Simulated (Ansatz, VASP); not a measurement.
# AlNi in two plane-wave programs, part 2 of 2

Wanted: the spread between two codes on one cell, functional and k mesh. The cell is taken from a series of runs on this material, whose earlier steps may have relaxed, scaled, displaced or heated it; both programs get it as it stands.

VASP 6.6.1 and Ansatz 0.2.0.

So far: Set-up; VASP: zone-centre phonons, PBEsol.

### Step 3. Ansatz: zone-centre phonons, PBEsol

Level of this step: Ansatz beside VASP: Kohn-Sham DFT, plane waves, PBEsol (Ansatz).

Ansatz runs on its PAW soft_1 files.

The same cell, functional, mesh and smearing now go to Ansatz, which takes its cutoff from its data sets.

input.yaml reads:

```yaml
crystal:
  lattice:
    - [2.8399259978, 0.0, 0.0]
    - [0.0, 2.8399259978, 0.0]
    - [0.0, 0.0, 2.9189738679]
  atoms:
    - { symbol: Al, position: [0.0, 0.0, 0.0] }
    - { symbol: Ni, position: [0.5, 0.5, 0.5] }
kpoints:
  mp_grid: { grid: [16, 16, 16] }
hamiltonian:
  xc: pbesol
  pseudopotentials: { kind: paw, azcp: { folder: soft_1 }, xc_functional: pbe }
scf:
  occupations: { method: methfessel_paxton, width: 0.2 }
output:
  eigenvalues: true
phonons:
  method: dfpt
```

Launch:

```
$ ansatz run input.yaml --threads 4 --pin off --max-ram 10240MiB --backend cpu --events-out ev --progress --plain --runs-dir out
```

Numbers of over 12 decimals in the logs are rounded to 6 here.

What it wrote:

```text
zone centre: on kpoints.mp_grid the ground state, and the responses unless they are solved on pairs of k-points, stand on 729 of the mesh's 4096 k-points, reduced under 8 symmetry operations, with k and −k counted as one. Each operation leaves every solved displacement unchanged or reverses it
Engine: ansatz 0.2.0, x86_64-unknown-linux-gnu
Pseudopotentials: kind: paw
Pseudopotential: Al, paw, valence charge 3, recommended cutoff 420 eV (normal), soft_1/Al.paw.azcp
Pseudopotential: Ni, paw, valence charge 18, recommended cutoff 420 eV (normal), soft_1/Ni.paw.azcp
Functional definition: PBEsol
  exchange = pbesol_x
  correlation = pbesol_c
Crystal: 2 atoms, lattice volume = 23.542 Å³
Basis set: ecut = 420 eV, 461 PW (Γ), exchange–correlation on 40×40×40 points (8 copies of the dense FFT grid, shifted against one another)
Bands: 15, of which v1, the nominal top of the filled ones, is band 11 counted from 1 (10 counted from 0)
Symmetry: 16 space group operations
k-points: 729 of 4096 (irreducible under 8 space group operations)
Non-local potential: Al, projectors of the file, l = 0: 2, l = 1: 2, l = 2: 1
Non-local potential: Ni, projectors of the file, l = 0: 3, l = 1: 2, l = 2: 3, l = 3: 1
PAW form: soft (Blöchl's): semilocal exchange-correlation on the pseudo side does not see the compensation charge
PAW frozen core: Al, regenerated for the run's functional, and the local potential with it (the file was generated under x = pbe(κ = 0.804, μ = 0.219515), c = pbe(β = 0.066725))
PAW frozen core: Ni, regenerated for the run's functional, and the local potential with it (the file was generated under x = pbe(κ = 0.804, μ = 0.219515), c = pbe(β = 0.066725))
PAW one-centre angular grid: Al, 110 points (default); XC on 64 Gauss nodes
PAW one-centre angular grid: Ni, 590 points (default); XC on 64 Gauss nodes
Initial density: superposition of atomic densities (chi_scale 0.1, normalization cell, long waves kept (reshape's long-wave potential 0.00 eV rms))
Initial wavefunctions: pseudopotential atomic-orbital guess
Functional: x = pbesol(κ = 0.804, μ = 0.123457), c = pbesol(β = 0.046)
SCF iter   1: F=—  HF=-6331.232920 eV  |F-HF|=—  |Δ(HF+E_count)|=         —  Δρ=7.80e-2  dr2=1.45e0  ethr=3.10e-3  ⟨swp⟩=4.0  Hψ=48443  notcnv=0
preconditioner: auto → none  [metal: Δε(μ)=0.028 eV  Ē_g=10.225 eV  σ=0.200 eV  W_gap=0.12  n_scr=6 (ndim 8)  ℏωp=27.6 eV  f_vac=0.000  D(μ)=0.60/eV (n_scr^D=0)  sad-step TF]
SCF iter   2: F=—  HF=-6331.080235 eV  |F-HF|=—  |Δ(HF+E_count)|=   1.53e-1  S|Δr|=    0.00e0  Δρ=5.78e-2  dr2=8.60e-1  ethr=3.10e-3  ⟨swp⟩=2.0  Hψ=19551  notcnv=0  defer=161
SCF iter   3: F=—  HF=-6330.889459 eV  |F-HF|=—  |Δ(HF+E_count)|=   1.91e-1  S|Δr|=    0.00e0  Δρ=2.23e-2  dr2=1.05e-1  ethr=3.10e-3  ⟨swp⟩=2.0  Hψ=13911  notcnv=0  defer=161
SCF iter   4: F=—  HF=-6330.871347 eV  |F-HF|=—  |Δ(HF+E_count)|=   1.81e-2  S|Δr|=    0.00e0  Δρ=5.32e-3  dr2=3.82e-3  ethr=5.02e-4  ⟨swp⟩=2.1  Hψ=18934  notcnv=0  defer=152
SCF iter   5: F=—  HF=-6330.871129 eV  |F-HF|=—  |Δ(HF+E_count)|=   2.19e-4  S|Δr|=    0.00e0  Δρ=4.70e-4  dr2=2.34e-5  ethr=1.82e-5  ⟨swp⟩=2.4  Hψ=14857  notcnv=0  defer=152
SCF iter   6: F=—  HF=-6330.871112 eV  |F-HF|=—  |Δ(HF+E_count)|=   1.63e-5  S|Δr|=    0.00e0  Δρ=9.92e-5  dr2=1.15e-6  ethr=1.12e-7  ⟨swp⟩=2.0  Hψ=18522  notcnv=0  defer=152
SCF iter   7: F=—  HF=-6330.871124 eV  |F-HF|=—  |Δ(HF+E_count)|=   1.12e-5  S|Δr|=    0.00e0  Δρ=1.21e-5  dr2=2.17e-8  ethr=5.47e-9  ⟨swp⟩=2.3  Hψ=15731  notcnv=0  defer=152
SCF iter   8: F=—  HF=-6330.871124 eV  |F-HF|=—  |Δ(HF+E_count)|=   3.86e-9  S|Δr|=    0.00e0  Δρ=1.29e-6  dr2=2.54e-10  ethr=1.04e-10  ⟨swp⟩=2.3  Hψ=16175  notcnv=0  defer=152
SCF iter   9: F=-6330.871124 eV  HF=-6330.871124 eV  |F-HF|=0.00e0  |Δ(HF+E_count)|=  4.27e-11  S|Δr|=    0.00e0  Δρ=7.12e-8  dr2=9.26e-13  ethr=1.00e-12  ⟨swp⟩=4.8  Hψ=50423  notcnv=0
SCF 1 converged in 9 iterations: F = -6330.871124 eV  dr2 = 9.26e-13
  greatest PAW one-centre occupation: 1.001 electrons in one spin orbital (limit 2), on the Ni atom at site 1 (counted from 0), in its partial waves of l = 1
DFPT response loops at Γ: preconditioner auto → Kerker (q_TF=auto, 2.677 Å⁻¹) (partly filled bands, converged f_vac=0.000); β = 1.00, the filter's whole step (`scf.mixing.beta` (0.50) is not read by the response loops under this deck's `scf.mixing.preconditioner`; to damp them name `kerker` or `kerker_dos`, under which they read `scf.mixing.beta`, and type it under 1.00, their step now; both keys bind the ground state too); Broyden in place of MSR1
SCF converged after 9 iterations
Stability not checked: this state was not tested for a lower state beside it, because cold or Methfessel-Paxton smearing, or corrected tetrahedra, fill the levels in a way that the test cannot read (fill_not_monotonic; see scf.lower_state_search)
Free energy (F): -6330.871124 eV
Harris-Foulkes:  -6330.871124 eV  (|F-HF|=0.00e0)
Internal energy: -6330.871656 eV  (E = F + TS)
E sigma→0 (E₀):  -6330.871257 eV
Entropy (-TS):   0.000533 eV (0.266 meV/atom)
Fermi energy:    14.001969 eV
--- Per-component energies (eV) ---
  E_band       = -335.100335
  E_kinetic    = 368.966184
  E_local      = -3725.844562  (includes V_loc(G=0)·N_el)
  E_nonlocal   = -105.513436
  E_hartree    = 1954.413921
  E_xc         = -151.675576
  E_vxc        = -177.475397  (∫ρ·V_xc dr)
  E_paw        = -2080.783158  (= ΣΔE_a)
  E_vpaw       = -604.061662  (= ΣTr[D̂ρ^β])
  E_aug_tail   = 0.000765  (compensation charges beyond the density's cutoff)
  E_ewald      = -2590.652222
  E_core_change = 0.216428  (= ΣΔE_core)
  E_smearing   = 0.000533  (= −TS)
  E_closure    = 0.000000  (closes the sum)
  Σ components = -6330.871124   (vs F -6330.871124, Δ=0.00e0)
--- Band table (eV; the first three rows and the last of 729) ---
  k-point 0: bands = [... 7 lower, 12.4210, 12.4210, 12.5007, 18.8922, 19.8746, 19.8746, 22.0290, 22.2820]
  k-point 1: bands = [... 7 lower, 12.3923, 12.3923, 12.5036, 18.1947, 19.9664, 19.9664, 22.2820, 22.7107]
  k-point 2: bands = [... 7 lower, 12.3128, 12.3128, 12.5120, 16.9076, 20.2357, 20.2357, 22.2819, 23.9147]
  k-point 728: bands = [... 7 lower, 12.9819, 13.0584, 15.9005, 15.9604, 15.9604, 17.8637, 18.4609, 18.4609]
--- Phonons (Γ-DFPT): 4 representative perturbations + reference, on 729 of 4096 k-points (Σ response iterations 12) ---
  k mesh reduced under 8 symmetry operations, with k and −k counted as one. Each operation leaves every solved displacement unchanged or reverses it
  ASR residual: 2.161e-5 → 0.000e0 eV/Å²; symmetrization residual: 1.202e-6 eV/Å²
  ASR residual per site (eV/Å²): 6.24e-6 2.16e-5
  Γ frequencies (cm⁻¹): 0.00 0.00 0.00 298.36 298.36 300.62
  non-analytic LO–TO correction: not included (Born effective charges unavailable; polar crystals: no LO–TO splitting at Γ)
```

### Step 4. Side by side

Known differences besides the potentials themselves: the data sets hold 21 valence electrons in Ansatz (on its PAW soft_1 files) and 13 in VASP; the cutoff is 420 eV in Ansatz and 600 eV in VASP; Ansatz makes its cores anew for this functional, VASP keeps those of its PBE data sets. Total energies have different zeros and are not compared.

Both answers:

```csv
quantity,Ansatz,VASP,difference
optical mode 1 to 2 (cm⁻¹),298.4,299.7,-0.46 %
optical mode 3 (cm⁻¹),300.6,302.1,-0.48 %
```

Modes are paired by rising frequency, not by their patterns, so a pair may set unlike modes beside each other; they are those without the splitting of longitudinal modes.

### Step 5. Summary of results

| Quantity | Value |
| --- | --- |
| r.m.s. difference of the optical zone-centre modes, each program's sorted by frequency (zone-centre phonons, PBEsol) | 1.4 cm⁻¹ |

**Reading.** The r.m.s. difference of the optical zone-centre modes, each program's sorted by frequency is 1.4 cm⁻¹ (zone-centre phonons, PBEsol). The data sets hold unlike numbers of valence electrons (21 in Ansatz and 13 in VASP), so part of the differences comes from the potentials. How closely two codes agree says nothing of how well the functional describes the real material.

[Lines on the potential files, build, host, timing and source positions are cut from VASP's logs without a mark.]

[Logs are printed without paths, hosts, clocks, repeated set-up lines and the standing remarks that a program may print on its own settings, such as how far it seeks lower states.]

[Hosts, paths, dates, database ids (printed as entryN), source tags and the programs' standing remarks are cut or masked in the printed files.]
